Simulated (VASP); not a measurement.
An input for Quantum ESPRESSO's pw.x (written as the equivalent of a VASP run, and not itself run):

```
&CONTROL
  calculation = 'scf'
  pseudo_dir = './pseudo'
  outdir = './out'
  tprnfor = .true.
  tstress = .true.
/
&SYSTEM
  ibrav = 0
  nat = 8
  ntyp = 2
  ecutwfc = 46.3
  occupations = 'smearing'
  smearing = 'methfessel-paxton'
  degauss = 0.01999
  input_dft = 'revpbe'
/
&ELECTRONS
  conv_thr = 7.3e-08
  electron_maxstep = 100
/
ATOMIC_SPECIES
  Br 79.904 Br.upf
  Rb 85.468 Rb.upf
CELL_PARAMETERS angstrom
     4.8385760    0.0000000    0.0000000
    -4.8385760    4.8385760    0.0000000
     0.0000000    0.0000000   26.3679000
ATOMIC_POSITIONS crystal
  Br   0.0000000  0.5000000  0.4344680
  Br   0.0000000  0.0000000  0.3033990
  Br   0.0000000  0.5000000  0.6966010
  Br   0.0000000  0.0000000  0.5655320
  Rb   0.0000000  0.0000000  0.4344680
  Rb   1.0000000  0.5000000  0.3033990
  Rb   0.0000000  0.0000000  0.6966010
  Rb   1.0000000  0.5000000  0.5655320
K_POINTS automatic
  5 5 1 0 0 0
```

Q: Translate this input to VASP (INCAR, KPOINTS, POSCAR, choice of POTCAR).

A: This is not unique; one that fits is 
### INCAR
```
! general
SYSTEM   =  RbBr
PREC     =  Accurate
ENCUT    =  300
LREAL    =  .False.
LASPH    =  .True.

! electronic loop
EDIFF    =  1E-6
NELM     =  100
ALGO     =  Normal
LMAXMIX  =  4

! smearing
ISMEAR   =  1
SIGMA    =  0.272

! functional
GGA      =  RE

! ions
ISIF     =  2

! output
LWAVE    =  .False.
LCHARG   =  .False.
```

**POSCAR**
```
RbBr
4.8385760
  1.0000000000   0.0000000000   0.0000000000
 -1.0000000000   1.0000000000   0.0000000000
  0.0000000000   0.0000000000   5.4495165520
Br Rb
4 4
direct
  0.0000000000   0.5000000000   0.4344680000
  0.0000000000   0.0000000000   0.3033990000
  0.0000000000   0.5000000000   0.6966010000
  0.0000000000   0.0000000000   0.5655320000
  0.0000000000   0.0000000000   0.4344680000
  1.0000000000   0.5000000000   0.3033990000
  0.0000000000   0.0000000000   0.6966010000
  1.0000000000   0.5000000000   0.5655320000
```

### KPOINTS
```
Automatic
0
Gamma
  5 5 1
```

POTCAR, in this order: Br Rb_sv (PBE.64 set). Program: vasp_std.

Limits of the translation: the potentials are each code's own (VASP's PAW set, PseudoDojo norm-conserving files in pw.x), so ENCUT and ecutwfc are chosen apart and not converted; conv_thr bounds pw.x's estimated SCF error, while EDIFF bounds the energy change between steps.

The cell is a sheet with vacuum, built from a database entry that may be metastable or hypothetical.
